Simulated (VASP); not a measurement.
A convergence study with VASP on Ni₃Al (L1_2): one setting is varied, all else stays as given below, so the limit is that of these other settings. Each run relaxes cell and ions; the cell shown is the tightest run's result. The basis is that of the starting cell, so low cut-offs carry a Pulay error.

```yaml
crystal:
  lattice:
    - [3.56699, 0.00000, 0.00000]
    - [0.00000, 3.56699, 0.00000]
    - [0.00000, 0.00000, 3.56699]
  atoms:
    - { symbol: Al, position: [0.00000, 0.00000, 0.00000] }
    - { symbol: Ni, position: [0.00000, 0.50000, 0.50000], spin: 0.5 }
    - { symbol: Ni, position: [0.50000, 0.00000, 0.50000], spin: 0.5 }
    - { symbol: Ni, position: [0.50000, 0.50000, 0.00000], spin: 0.5 }
```

Computed with PBE GGA, VASP's PBE PAW potentials (set 64) (plane waves; VASP). The tightest run used: 700 eV cut-off, 8×8×8 Γ-centred mesh, first-order Methfessel-Paxton smearing of 0.10 eV, potentials Al Ni.

The reference is ENCUT = 700, which took about 2 core-minutes. Costs are core time on shared hosts, one run each; read them as rough ratios.

### Question
Of the settings ENCUT = 200; ENCUT = 250; ENCUT = 300; ENCUT = 350; ENCUT = 400; ENCUT = 450; ENCUT = 500; ENCUT = 550; ENCUT = 600; ENCUT = 650; ENCUT = 700, which is the lowest that keeps the difference from the reference in relaxed volume (Å³/atom) within 0.02 from there on, and what does it cost?

### Answer
ENCUT = 450; its cost over the reference is within a factor of 2.
| setting | difference in relaxed volume (Å³/atom) | cost over the reference |
|---|---|---|
| ENCUT = 200 | 1.629 | within a factor of 2 |
| ENCUT = 250 | 0.410 | about 1/3 |
| ENCUT = 300 | 0.010 | about 1/3 |
| ENCUT = 350 | 0.022 | within a factor of 2 |
| ENCUT = 400 | 0.026 | within a factor of 2 |
| ENCUT = 450 | 0.008 | within a factor of 2 |
| ENCUT = 500 | 0.001 | within a factor of 2 |
| ENCUT = 550 | 0.001 | within a factor of 2 |
| ENCUT = 600 | 0.003 | within a factor of 2 |
| ENCUT = 650 | 0.002 | within a factor of 2 |
| ENCUT = 700 | 0.000 | reference |

Left out are rungs that failed or repeat a setting and relaxations that didn't move; long series are thinned to 24 rows.

The compound is Ni3Al in the L1_2 structure.
